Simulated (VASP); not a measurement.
VASP ran on this input.

**POSCAR**
```
WS2
1
    1.5945482505    -2.7618385623     0.0000000000
    1.5945482505     2.7618385623     0.0000000000
    0.0000000000     0.0000000000    13.8603459760
W S
2 4
Direct
  0.3333330000   0.6666670000   0.2500000000
  0.6666670000   0.3333330000   0.7500000000
  0.3333330000   0.6666670000   0.8633483013
  0.6666670000   0.3333330000   0.3633483013
  0.6666670000   0.3333330000   0.1366516987
  0.3333330000   0.6666670000   0.6366516987
```

File KPOINTS:
```
K-points
0
gamma
9 9 2
0 0 0
```

### INCAR
```
! general
SYSTEM =WS2
PREC   =Accurate
ENCUT  =400
LREAL  =.FALSE.
LASPH  =.TRUE.

! electronic loop
EDIFF  =1E-7
NELM   =100
ALGO   =Normal
LMAXMIX=6

! smearing
ISMEAR =-5

! functional
GGA    =PE

! ions
ISIF   =2

! output
LWAVE  =.FALSE.
LCHARG =.TRUE.
LORBIT =11
NEDOS  =601

! other
LEFG   =.TRUE.
```

POTCAR, in this order: W_sv S (PBE.64 set). Program: vasp_std.

### Question
Translate this PBE calculation to Ansatz.

### Answer
One equivalent input (not run):
Ansatz 0.2 input:
```yaml
crystal:
  lattice:
    - [1.5945483, -2.7618386, 0.0000000]
    - [1.5945483, 2.7618386, 0.0000000]
    - [0.0000000, 0.0000000, 13.8603460]
  atoms:
    - { symbol: W, position: [0.3333330, 0.6666670, 0.2500000] }
    - { symbol: W, position: [0.6666670, 0.3333330, 0.7500000] }
    - { symbol: S, position: [0.3333330, 0.6666670, 0.8633483] }
    - { symbol: S, position: [0.6666670, 0.3333330, 0.3633483] }
    - { symbol: S, position: [0.6666670, 0.3333330, 0.1366517] }
    - { symbol: S, position: [0.3333330, 0.6666670, 0.6366517] }
kpoints:
  mp_grid: { grid: [9, 9, 2] }
hamiltonian:
  xc: pbe
  pseudopotentials: { kind: paw }
scf:
  occupations: { method: tetrahedron }
  max_iter: 100
output: { forces: true, stress: true, eigenvalues: true }
```
Limits of the translation: each code has its own PAW files, so the cut-off isn't converted (ENCUT is set for VASP's; basis.ecutwfc is left out, and Ansatz then takes the one that its files recommend); Ansatz stops its SCF on the density residual and VASP on the energy change (EDIFF); the field gradients of LEFG aren't asked of the other code.

The compound is WS2 in the 2H layered structure. It was relaxed first, which changed the volume by +15 %.
